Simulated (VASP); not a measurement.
Given:

```yaml
crystal:
  lattice:
    - [0.00000, 2.29000, 2.29000]
    - [2.29000, 0.00000, 2.29000]
    - [2.29000, 2.29000, 0.00000]
  atoms:
    - { symbol: Zr, position: [0.00000, 0.00000, 0.00000] }
    - { symbol: N, position: [0.50000, 0.50000, 0.50000] }
```

These are PBE GGA, VASP's PBE PAW potentials (set 64) (plane waves; VASP 6.6.1) values and carry that method's errors. Settings: 520 eV cut-off, 11×11×11 Monkhorst-Pack mesh, first-order Methfessel-Paxton smearing of 0.10 eV, potentials Zr_sv N.

Gaps are read on the run's mesh, which can miss a band edge.

**Question.** Estimate the energy per atom (σ→0), pressure, band gap (on the k-mesh) with the smallest direct gap where there is one.

**Answer.** 
```json
{
  "band gap (on the k-mesh)": "none (metal, semimetal or under 0.01 eV)",
  "energy per atom (σ→0)": "-10.181 eV/atom",
  "pressure": "2.76 GPa"
}
```

Total energies compare only between runs with the same potentials, cut-off and functional.

The compound is ZrN in the rock salt structure. The cell was not relaxed at this level. The run is one of a series of settings (KPOINTS 11×11×11 Monkhorst-Pack mesh against the base run), some of them coarse on purpose. The electron count is odd and the run is not spin-polarised, which forces a metal.
